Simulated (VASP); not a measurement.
VASP input:

File POSCAR:
```
Tm
1
    1.8054000000    -3.1270450000     0.0000000000
    1.8054000000     3.1270450000     0.0000000000
    0.0000000000     0.0000000000     5.6610000000
Tm
2
Direct
  0.3333330000   0.6666670000   0.2500000000
  0.6666670000   0.3333330000   0.7500000000
```

### KPOINTS
```
Automatic mesh
0
Gamma
9 9 5
0 0 0
```

### INCAR
```
SYSTEM = Tm
PREC = Accurate
ENCUT = 400
EDIFF = 1E-6
NELM = 100
ALGO = Normal
LREAL = .FALSE.
LASPH = .TRUE.
ISMEAR = 0
SIGMA = 0.8
GGA = PE
LMAXMIX = 6
LWAVE = .FALSE.
LCHARG = .FALSE.
ISIF = 2
```

POTCAR, in this order: Tm_3 (PBE.64 set). Program: vasp_std.

The resulting files:

standard output:
```
 POSCAR found type information on POSCAR Tm
 POSCAR found :  1 types and       2 ions
 Reading from existing POTCAR
 Reading from existing POTCAR
 LDA part: xc-table for (Slater+PW92), standard interpolation
 POSCAR, INCAR and KPOINTS ok, starting setup
 WAVECAR not read
 entering main loop
       N       E                     dE             d eps       ncg     rms          rms(c)
DAV:   1     0.523162261806E+02    0.52316E+02   -0.75362E+03   944   0.109E+03
DAV:   2    -0.526524523391E+01   -0.57581E+02   -0.56247E+02   999   0.339E+02
DAV:   3    -0.930640632876E+01   -0.40412E+01   -0.36914E+01  1530   0.552E+01
DAV:   4    -0.941840205533E+01   -0.11200E+00   -0.10814E+00  1487   0.747E+00
DAV:   5    -0.942006503294E+01   -0.16630E-02   -0.16565E-02  1336   0.845E-01    0.231E+01
DAV:   6    -0.941081613330E+01    0.92489E-02   -0.35171E-02  1477   0.218E+00    0.137E+01
DAV:   7    -0.942107886762E+01   -0.10263E-01   -0.61982E-02  1423   0.283E+00    0.354E-01
DAV:   8    -0.942080251802E+01    0.27635E-03   -0.36316E-03  1216   0.538E-01    0.811E-02
DAV:   9    -0.942082323844E+01   -0.20720E-04   -0.27710E-04  1538   0.173E-01    0.314E-02
DAV:  10    -0.942081592968E+01    0.73088E-05   -0.33072E-05  1357   0.519E-02    0.409E-02
DAV:  11    -0.942081661224E+01   -0.68256E-06   -0.36778E-06  1121   0.183E-02
   1 F= -.94208166E+01 E0= -.89841037E+01  d E =-.873426E+00
```

OUTCAR:
```
------------------------ aborting loop because EDIFF is reached ----------------------------------------
  FORCE on cell =-STRESS in cart. coord.  units (eV):
  Direction    XX          YY          ZZ          XY          YZ          ZX
  --------------------------------------------------------------------------------------
  Total       -0.5650601     -0.5650602     -0.2833103     -0.0000000      0.0000000      0.0000000
  in kB      -14.1636268    -14.1636311     -7.1013708     -0.0000000      0.0000000      0.0000000
  external PRESSURE =     -11.8095429 kB  Pullay stress =       0.0000000 kB
  volume of cell :       63.92
      direct lattice vectors                 reciprocal lattice vectors
     1.805400000 -3.127045000  0.000000000     0.276946937 -0.159895364  0.000000000
     1.805400000  3.127045000  0.000000000     0.276946937  0.159895364  0.000000000
     0.000000000  0.000000000  5.661000000     0.000000000  0.000000000  0.176647235
 POSITION                                       TOTAL-FORCE (eV/Angst)
 -----------------------------------------------------------------------------------
      1.80540      1.04235      1.41525         0.000000     -0.000000      0.000000
      1.80540     -1.04235      4.24575        -0.000000      0.000000      0.000000
 -----------------------------------------------------------------------------------
    total drift:                               -0.000001      0.000074     -0.000010
  FREE ENERGIE OF THE ION-ELECTRON SYSTEM (eV)
  ---------------------------------------------------
  free  energy   TOTEN  =        -9.4208166122 eV

  energy  without entropy=       -8.5473907664  energy(sigma->0) =       -8.98410369
```
(Selected blocks of OUTCAR.)

### Question
Read input and log: which fault does this run have?
A. SIGMA is far too large
B. the lattice was typed in bohr, and VASP reads ångström
C. the lattice vectors carry noise near SYMPREC
D. selective dynamics freezes every atom

### Answer
A, SIGMA is far too large. The run ends without an error. Against the sound run, the energy per atom (σ→0) decreases by 0.029 eV/atom; the pressure rises by 0.93 GPa.

To mend it, set ISMEAR = 1, set SIGMA = 0.1.

The mended run (PBE GGA, plane waves, VASP's PBE PAW potentials (set 64)) converges, and its OSZICAR ends with
```
   1 F= -.89272825E+01 E0= -.89268486E+01  d E =-.130165E-02
```

The compound is Tm in the hcp structure. The cell was not relaxed at this level. The 4f electrons are frozen in the core of the lanthanide potential, so 4f levels, which can set the real gap, and their magnetism are missing.
